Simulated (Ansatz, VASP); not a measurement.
## Al3BAs2: VASP beside Ansatz

```
CELL_PARAMETERS angstrom
4.64913 0.00000 0.00000
0.00000 4.64913 0.00000
0.00000 0.00000 5.47706
ATOMIC_POSITIONS crystal
Al 0.00000 0.00000 0.74874
Al 0.50000 0.00000 0.92972
Al 0.00000 0.50000 0.92972
B 0.50000 0.50000 0.81221
As 0.00000 0.00000 0.42187
As 0.50000 0.50000 0.20720
```

Alike in both runs: task single point; functional PBE; k mesh 4 × 4 × 4; occupations gaussian, width 0.1 eV; no spin polarisation.

|  | VASP | Ansatz |
| --- | --- | --- |
| version | VASP 6.6.1 | Ansatz 0.2.0 |
| potentials or method | VASP PAW PBE potentials, release 64 (Al, B, As) | scalar-relativistic, plane waves, PAW |
| plane-wave cutoff (eV) | 520 | 420 |
| valence electrons in the cell | 22 | 42 |

VASP gave:

| Property | Result |
| --- | --- |
| gap on the k mesh at the Fermi level (eV) | none |
| pressure (GPa) | 13.4 |
| largest component of the traceless stress (GPa) | 27.85 |
| rms of the force components (eV/Å) | 5.673 |

Question: Estimate Ansatz's values.

Answer: gap on the k mesh at the Fermi level (eV): none; pressure (GPa): 13.4; largest component of the traceless stress (GPa): 27.90; rms of the force components (eV/Å): 5.682.

Atom by atom the forces differ by 0.014 eV/Å (rms over components). A gap of «none» marks a metal or a gap that the smearing closes. With one functional, cell and mesh, what is left measures potentials, basis and numerics. The two sets of potentials don't hold the same shells in valence.

Caveats: forces of over 1 eV/Å show positions far from the minimum, so gaps and moduli don't describe the material at rest.
